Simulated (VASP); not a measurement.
Crystal: CsRbMg6.

```
Cs Rb Mg
1.0
     5.54927    0.00000    0.00000
     0.00000    3.18567    8.36179
     0.00000   -3.18567    8.36179
Cs Rb Mg
1 1 6
Direct
  0.50000 0.68544 0.68544
  0.50000 0.18431 0.18431
  0.00000 0.86609 0.86609
  0.00000 0.36153 0.36153
  0.00000 0.27217 0.77941
  0.00000 0.77941 0.27217
  0.50000 0.17444 0.67660
  0.50000 0.67660 0.17444
```

The cell comes from a database or a generator and needn't be the stable form of this composition.

| Quantity | Value |
| --- | --- |
| Program | VASP 6.6.1 |
| Task | single point |
| Functional | PBE |
| Potentials or basis | VASP PAW PBE potentials, release 64 (Cs_sv, Rb_sv, Mg) |
| Cutoff | 520 eV |
| k mesh | 5 × 5 × 5 |
| Occupations | fermi-dirac, width 0.05 eV |
| Spin | no spin polarisation |

On this cell: pressure -0.2 GPa; largest force 0.098 eV/Å; band gap on the k mesh none (metal or under the smearing width).

The same run follows on a disturbed copy (atoms moved at random, drawn with an rms of 0.05 Å):

```xyz
8
Lattice="5.5493 0.0000 0.0000 0.0000 3.1857 8.3618 0.0000 -3.1857 8.3618" Properties=species:S:1:pos:R:3 pbc="T T T"
Cs    2.7836    0.0517   11.4860
Rb    2.7917    0.0016    3.1084
Mg    0.0180   -0.0114   14.4597
Mg   -0.0167    0.0047    6.0011
Mg   -0.0209   -1.6163    8.8202
Mg   -0.0342    1.6396    8.7984
Mg    2.7948   -1.6288    7.0947
Mg    2.7478    1.6066    7.1252
```

Q: What does the disturbed cell give?

A: The energy (extrapolated to zero smearing) moves by +3.1 meV/atom; pressure -0.3 GPa; largest force 0.286 eV/Å; band gap on the k mesh none (metal or under the smearing width).

Forces in eV/Å, atoms in the order of the input:
```
Cs  -0.020 -0.284 -0.026
Rb  -0.020  0.281 -0.047
Mg  -0.017  0.036  0.081
Mg   0.022 -0.029  0.183
Mg   0.047  0.122 -0.091
Mg   0.018 -0.128 -0.051
Mg  -0.046  0.083 -0.007
Mg   0.016 -0.079 -0.043
```

Stress tensor (GPa, compression positive):
```
-2.01  0.00  0.00
 0.00  2.15 -0.02
 0.00 -0.02 -1.07
```
